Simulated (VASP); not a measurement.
# ZrCuS3 (Immm) in VASP: reference runs

Aim: a first look at ZrCuS3 with PBE, on the cell as given.

All numbers are computed with VASP 6.6.1; they aren't measurements. Logs are shortened: lines on timing, memory, paths and dates and some standing lists are left out, and cuts for length are marked.

## Step 1: Starting point

Symmetry: Immm, No. 71, orthorhombic system. Conventional cell: a = 4.586 Å, b = 4.860 Å, c = 10.355 Å, α = 90.00°, β = 90.00°, γ = 90.00°. Zr (site symmetry mmm) is surrounded by 4 S at 2.25 to 2.43 Å and 2 Cu at 2.29 Å. Cu (site symmetry mmm) has 2 Zr at 2.29 Å as nearest neighbours. S (site symmetry mm2) has 1 Zr at 2.25 Å as nearest neighbours. S (site symmetry mmm) has 2 Zr at 2.43 Å as nearest neighbours.

The cell was built by a generator and needn't be a form met in nature.

## Step 2: Single point, PBE

File INCAR:

```
PREC = Accurate
ENCUT = 520
EDIFF = 1E-7
ISMEAR = -1
SIGMA = 0.05
LREAL = False
LASPH = True
NELM = 80
ALGO = Normal
ISIF = 2
LWAVE = False
LCHARG = False
GGA = PE
NBANDS = 28
```

File KPOINTS:

```
Automatic mesh
0
Gamma
  8 8 8
```

File POSCAR:

```
ZrCuS3
1.0
   -2.2927564000      2.4299969500      5.1774725400
    2.2927564000     -2.4299969500      5.1774725400
    2.2927564000      2.4299969500     -5.1774725400
Zr Cu S
1 1 3
Direct
    0.0000000000      0.0000000000      0.0000000000
    0.0000000000      0.5000000000      0.5000000000
    0.7823380200      0.7823380200      0.0000000000
    0.5000000000      0.0000000000      0.5000000000
    0.2176619800      0.2176619800      0.0000000000
```

Potentials or basis: VASP PAW PBE potentials, release 64 (Zr_sv, Cu, S).

Launch:

```bash
$ cat potpaw_PBE.64/Zr_sv/POTCAR potpaw_PBE.64/Cu/POTCAR potpaw_PBE.64/S/POTCAR > POTCAR
$ mpirun -np 1 vasp_std > vasp.out
```

OUTCAR:

```text
PREC = Accurate
   ENCUT = 520
   EDIFF = 1E-7
   ISMEAR = -1
   LREAL = False
   LASPH = True
   NELM = 80
   ISIF = 2
   GGA = PE

 ion  position               nearest neighbor table
   1  0.000  0.000  0.000-   3 2.25   5 2.25   2 2.29   2 2.29   4 2.43   4 2.43
   2  0.000  0.500  0.500-   1 2.29   1 2.29
   3  0.782  0.782  0.000-   1 2.25
   4  0.500  0.000  0.500-   1 2.43   1 2.43
   5  0.218  0.218  0.000-   1 2.25

  LATTYP: Found a body centered orthorhombic cell.
 ALAT       =     4.5855128000
 B/A-ratio  =     1.0598583216
 C/A-ratio  =     2.2581869317

  Lattice vectors:

 A1 = (  -2.2927564000,   2.4299969500,   5.1774725400)
 A2 = (   2.2927564000,  -2.4299969500,   5.1774725400)
 A3 = (   2.2927564000,   2.4299969500,  -5.1774725400)

Analysis of symmetry for initial positions (statically):
=====================================================================
 Subroutine PRICEL returns:
 Original cell was already a primitive cell.

 Routine SETGRP: Setting up the symmetry group for a
 body centered orthorhombic supercell.

 Subroutine GETGRP returns: Found  8 space group operations
 (whereof  8 operations were pure point group operations)
 out of a pool of  8 trial point group operations.

The static configuration has the point symmetry D_2h.

Analysis of symmetry for dynamics (positions and initial velocities):
=====================================================================
 Subroutine PRICEL returns:
 Original cell was already a primitive cell.

 Routine SETGRP: Setting up the symmetry group for a
 body centered orthorhombic supercell.

 Subroutine GETGRP returns: Found  8 space group operations
 (whereof  8 operations were pure point group operations)
 out of a pool of  8 trial point group operations.

The dynamic configuration has the point symmetry D_2h.

 Subroutine INISYM returns: Found  8 space group operations
 (whereof  8 operations are pure point group operations),
 and found     1 'primitive' translations

----------------------------------------------------------------------------------------

                                     Primitive cell

  volume of cell :     115.3829

  direct lattice vectors                    reciprocal lattice vectors
    -2.292756400  2.429996950  5.177472540     0.000000000  0.205761575  0.096572217
     2.292756400 -2.429996950  5.177472540     0.218078118  0.000000000  0.096572217
[... 91 lines left out ...]
   EDIFF  = 0.1E-06   stopping-criterion for ELM
   LREAL  =      F    real-space projection
   EDIFFG = 0.1E-05   stopping-criterion for IOM
   NSW    =      0    number of steps for IOM
   IBRION =     -1    ionic relax: 0-MD 1-quasi-New 2-CG
   NFREE  =      0    steps in history (QN), initial steepest desc. (CG)
   ISIF   =      2    stress and relaxation
   ISYM   =      2    0-nonsym 1-usesym 2-fastsym
   POTIM  = 0.5000    time-step for ionic-motion
   TEBEG  =    0.0;   TEEND  =   0.0 temperature during run
   PSTRESS=    0.0 pullay stress
   NELECT =      41.0000    total number of electrons
   NUPDOWN=      -1.0000    fix difference up-down
   EMIN   =  10.00;   EMAX   =-10.00  energy-range for DOS
   EFERMI =   0.00;   METHOD = LEGACY
   ISMEAR =    -1;   SIGMA  =   0.05  broadening in eV -4-tet -1-fermi 0-gaus
   EFERMI_NEDOS =   21; number of points for ismear=-14 and -15
   IALGO  =     38    algorithm
   IMIX   =      4    mixing-type and parameters
     AMIX     =   0.40;   BMIX     =  1.00
     AMIX_MAG =   1.60;   BMIX_MAG =  1.00
  volume/ion in A,a.u.               =      23.08       155.73
  Fermi-wavevector in a.u.,A,eV,Ry     =   1.159549  2.191229 18.293755  1.344553
  Thomas-Fermi vector in A             =   2.296140
   LORBIT       =      0    0 simple, 1 ext, 2 COOP (PROOUT), +10 PAW based schemes
   GGA     = PE    functional components
   LHFCALC =     F    Hartree Fock is set to
   AEXX    =    0.0000 exact exchange contribution
   IVDW    =     0    specifies the selected vdW correction
   LEPSILON=     F    determine dielectric tensor
   LRPA    =     F    only Hartree local field effects (RPA)
 non-spin polarized calculation
  energy-cutoff  :      520.00
  volume of cell :      115.38
 maximum number of plane-waves:      3141
 NGX is ok and might be reduce to    48
   NGX = 23   NGY = 23   NGZ = 23

 number of electron      40.9999998 magnetization

 Free energy of the ion-electron system (eV)
  ---------------------------------------------------
  ext. energy  EPLUGINS =         0.00000000
  ---------------------------------------------------
  free energy    TOTEN  =       -21.54309296 eV

  energy without entropy =      -21.50834903  energy(sigma->0) =      -21.52572099

 E-fermi :   3.1367     XC(G=0):  -9.2985

 val. band max:        3.1348056134   @ k =  -0.3750  -0.3750   0.2500
 cond. band min:       3.1421088391   @ k =   0.5000   0.2500   0.0000
 fundamental gap:      0.0073032257
 Fermi energy:         3.1366957752

 k-point     1 :       0.0000    0.0000    0.0000
  band No.  band energies     occupation
      1     -44.6977      2.00000
      2     -23.1235      2.00000
      3     -23.0312      2.00000
      4     -22.8852      2.00000
      5      -9.3725      2.00000
      6      -8.4290      2.00000
[... 733 lines left out ...]
     27       9.7399      0.00000
     28      10.7476      0.00000

 [... further k-points ...]

------------------------ aborting loop because EDIFF is reached ----------------------------------------

  FORCE on cell =-STRESS in cart. coord.  units (eV):
  Direction    XX          YY          ZZ          XY          YZ          ZX
  --------------------------------------------------------------------------------------
  -------------------------------------------------------------------------------------
  Total       11.9593518      2.2469975     12.1027698      0.0000000      0.0000000      0.0000000
  in kB      166.0644938     31.2012307    168.0559589      0.0000000      0.0000000      0.0000000
  external PRESSURE =     121.7738945 kB  Pullay stress =       0.0000000 kB

 VOLUME and BASIS-vectors are now :
 -----------------------------------------------------------------------------
  energy-cutoff  :      520.00
  volume of cell :      115.38
      direct lattice vectors                 reciprocal lattice vectors
    -2.292756400  2.429996950  5.177472540     0.000000000  0.205761575  0.096572217
     2.292756400 -2.429996950  5.177472540     0.218078118  0.000000000  0.096572217
     2.292756400  2.429996950 -5.177472540     0.218078118  0.205761575  0.000000000

 POSITION                                       TOTAL-FORCE (eV/Angst)
 -----------------------------------------------------------------------------------
      0.00000      0.00000      0.00000         0.000000      0.000000     -0.000000
      2.29276      0.00000      0.00000         0.000000      0.000000     -0.000000
      0.00000      0.00000      8.10107        -0.000000      0.000000     -2.505086
      0.00000      2.43000      0.00000         0.000000      0.000000     -0.000000
      0.00000      0.00000      2.25388         0.000000     -0.000000      2.505086
 -----------------------------------------------------------------------------------
    total drift:                                0.000000      0.000000      0.000000

  FREE ENERGIE OF THE ION-ELECTRON SYSTEM (eV)
  ---------------------------------------------------
  free  energy   TOTEN  =       -21.5430929552 eV

  energy  without entropy=      -21.5083490329  energy(sigma->0) =      -21.52572099
```

OSZICAR:

```text
N       E                     dE             d eps       ncg     rms          rms(c)
DAV:   1     0.390323901156E+03    0.39032E+03   -0.18344E+04  5320   0.148E+03
[... 12 lines left out ...]
DAV:  14    -0.215434216463E+02   -0.19486E-03   -0.86233E-04  8512   0.334E-01    0.153E-01
DAV:  15    -0.215431211799E+02    0.30047E-03   -0.62681E-04  7864   0.598E-01    0.669E-02
DAV:  16    -0.215431012420E+02    0.19938E-04   -0.47743E-04  8524   0.423E-01    0.256E-02
DAV:  17    -0.215430998901E+02    0.13518E-05   -0.65206E-05  6832   0.545E-02    0.215E-02
DAV:  18    -0.215430938324E+02    0.60578E-05   -0.15965E-05  7840   0.975E-02    0.115E-02
DAV:  19    -0.215430931773E+02    0.65505E-06   -0.37978E-06  8148   0.135E-02    0.285E-03
DAV:  20    -0.215430929017E+02    0.27556E-06   -0.43444E-07  6228   0.154E-02    0.149E-03
DAV:  21    -0.215430929552E+02   -0.53432E-07   -0.16743E-07  3696   0.854E-03
   1 F= -.21543093E+02 E0= -.21525721E+02  d E =-.347439E-01
```

It took 6.9 min on 1 thread of AMD EPYC 9R45 (Zen 5), shared host; peak memory 0.5 GiB.

What came out:

```
Free energy            : -21.5431 eV
Pressure               : 12.2 GPa
Largest force          : 2.505 eV/Å
Band gap on the k mesh : none (metal or under the smearing width)
```

Forces in eV/Å, atoms in the order of the input:
```
Zr   0.000  0.000  0.000
Cu   0.000  0.000  0.000
S    0.000  0.000 -2.505
S    0.000  0.000  0.000
S    0.000  0.000  2.505
```

Caveat: the run has no spin polarisation, though such a crystal can be magnetic; forces of over 1 eV/Å show positions far from the minimum, so gaps and moduli don't describe the material at rest. With open d or f shells a metallic result of PBE can be an artefact of self-interaction; +U or a hybrid may open a gap.
